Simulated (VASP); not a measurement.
All values below come from PBE GGA, VASP's PBE PAW potentials (set 64) (plane waves; VASP).

VASP input:

POSCAR:
```
MnO2
1
    4.3362000000     0.0000000000     0.0000000000
    0.0000000000     4.3362000000     0.0000000000
    0.0000000000     0.0000000000     2.8283850000
Mn O
2 4
Direct
  0.0000000000   0.0000000000   0.0000000000
  0.5000000000   0.5000000000   0.5000000000
  0.3050000000   0.3050000000   0.0000000000
  0.8050000000   0.1950000000   0.5000000000
  0.1950000000   0.8050000000   0.5000000000
  0.6950000000   0.6950000000   0.0000000000
```

**KPOINTS_OPT**
```
k-points along high-symmetry lines
6
Line-mode
Reciprocal
  0.000000   0.000000   0.000000 ! GAMMA
  0.000000   0.500000   0.000000 ! X

  0.000000   0.500000   0.000000 ! X
  0.500000   0.500000   0.000000 ! M

  0.500000   0.500000   0.000000 ! M
  0.000000   0.000000   0.000000 ! GAMMA

  0.000000   0.000000   0.000000 ! GAMMA
  0.000000   0.000000   0.500000 ! Z

  0.000000   0.000000   0.500000 ! Z
  0.000000   0.500000   0.500000 ! R

  0.000000   0.500000   0.500000 ! R
  0.500000   0.500000   0.500000 ! A

  0.500000   0.500000   0.500000 ! A
  0.000000   0.000000   0.500000 ! Z

  0.000000   0.500000   0.000000 ! X
  0.000000   0.500000   0.500000 ! R

  0.500000   0.500000   0.000000 ! M
  0.500000   0.500000   0.500000 ! A
```

**KPOINTS**
```
kpoints
0
G
 3 3 5
```

INCAR:
```
SYSTEM=MnO2
PREC=Accurate; ENCUT=400; LREAL=.FALSE.
LASPH=.TRUE.
EDIFF=1E-6; NELM=100; ALGO=Normal
LMAXMIX=4
ISMEAR=-1; SIGMA=0.02
GGA=PE
MAGMOM=3.0 -3.0 0.0 0.0 0.0 0.0
ISPIN=2
ISIF=2
LWAVE=.FALSE.; LCHARG=.FALSE.; LORBIT=11
```

POTCAR, in this order: Mn_pv O (PBE.64 set). Program: vasp_std.

Question: What will the output report for the number of irreducible k-points (NKPTS), largest plane-wave count, number of space-group operations, FFT grid (NGX, NGY, NGZ)?

Answer: 
```
Item                                          Result
--------------------------------------  ------------
number of irreducible k-points (NKPTS)             9
largest plane-wave count                         974
number of space-group operations                  16
FFT grid (NGX, NGY, NGZ)                28 × 28 × 18
```

The structure is a typed MnO2 crystal (P4_2/mnm). The cell was not relaxed at this level. The k-mesh is coarse (spacing up to 0.48 per Å, 2π included), so the numbers may not be converged in it.
